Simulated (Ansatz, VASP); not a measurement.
One calculation of AlIn2, two programs

```
CELL_PARAMETERS angstrom
5.57096 0.00000 0.00000
0.00000 5.57096 0.00000
0.00000 0.00000 3.00996
ATOMIC_POSITIONS crystal
Al 0.00000 0.00000 0.00000
In 0.00000 0.50000 0.00000
In 0.50000 0.00000 0.00000
```

Change from the starting cell: species swapped into the CuI2 type (P4/mmm, No. 123).

Alike in both runs: functional PBE; k mesh 8 × 8 × 14; occupations gaussian, width 0.1 eV; no spin polarisation.

Ansatz relaxed the structure, and its values are those at the end. VASP's run is a single point on that final structure, the one shown.

|  | VASP | Ansatz |
| --- | --- | --- |
| version | VASP 6.6.1 | Ansatz 0.2.0 |
| potentials or method | VASP PAW PBE potentials, release 64 (Al, In_d) | scalar-relativistic, plane waves, PAW |
| plane-wave cutoff (eV) | 520 | 420 |
| valence electrons in the cell | 29 | 29 |

```tsv
	VASP	Ansatz	Ansatz less VASP
gap on the k mesh at the Fermi level (eV)	none	none	-
pressure (GPa)	0.0	0.0	+0.04
```

A gap of «none» marks a metal or a gap that the smearing closes. The functional is the same, so the differences come from potentials, cutoffs and numerics.
